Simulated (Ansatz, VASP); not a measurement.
**TiOs3 in VASP and in Ansatz**

The input INCAR:

```
SYSTEM = TiOs3
PREC = Accurate ; ENCUT = 520
EDIFF = 1E-7 ; ISMEAR = -1
SIGMA = 0.05 ; LREAL = .False.
LASPH = .True. ; NELM = 60
ALGO = Normal ; ISIF = 2
LWAVE = .False. ; LCHARG = .False.
GGA = PE ; NBANDS = 26
```

File KPOINTS:

```
Automatic mesh
0
Gamma
  7 7 7
  0 0 0
```

Contents of POSCAR:

```
TiOs3
1.0
    3.9639834366      0.0000000000      0.0000000000
    0.0000000000      3.9639834366      0.0000000000
    0.0000000000      0.0000000000      3.9639834366
Os Ti
3 1
Direct
    0.0000000000      0.5000000000      0.5000000000
    0.5000000000      0.0000000000      0.5000000000
    0.5000000000      0.5000000000      0.0000000000
    0.0000000000      0.0000000000      0.0000000000
```

File input.yaml:

```yaml
crystal:
  lattice:
    - [3.9639834366, 0.0, 0.0]
    - [0.0, 3.9639834366, 0.0]
    - [0.0, 0.0, 3.9639834366]
  atoms:
    - { symbol: Os, position: [0.0, 0.5, 0.5] }
    - { symbol: Os, position: [0.5, 0.0, 0.5] }
    - { symbol: Os, position: [0.5, 0.5, 0.0] }
    - { symbol: Ti, position: [0.0, 0.0, 0.0] }
hamiltonian:
  xc: pbe
  pseudopotentials: { kind: paw }
kpoints:
  mp_grid: { grid: [7, 7, 7] }
scf:
  occupations: { method: fermi_dirac, width: 0.05 }
output:
  forces: true
  stress: true
  eigenvalues: true
```

Change from the starting cell: volume scaled by 1.06.

Alike in both runs: task single point; functional PBE; k mesh 7 × 7 × 7; occupations fermi-dirac, width 0.05 eV; no spin polarisation.

|  | VASP | Ansatz |
| --- | --- | --- |
| version | VASP 6.6.1 | Ansatz 0.2.0 |
| potentials or method | VASP PAW PBE potentials, release 64 (Os, Ti_sv) | Ansatz PAW |
| plane-wave cutoff (eV) | 520 | 420 |
| valence electrons in the cell | 36 | 60 |

VASP gave:

```
gap on the k mesh at the Fermi level (eV) : none
pressure (GPa)                            : -16.8
```

Question: What did Ansatz give for the same quantities?

Answer: gap on the k mesh at the Fermi level (eV): none; pressure (GPa): -16.4.

A gap of «none» marks a metal or a gap that the smearing closes. The functional is the same, so the differences come from potentials, cutoffs and numerics. The two sets of potentials don't hold the same shells in valence.

Spin-orbit coupling is left out, which matters for the levels of Os.
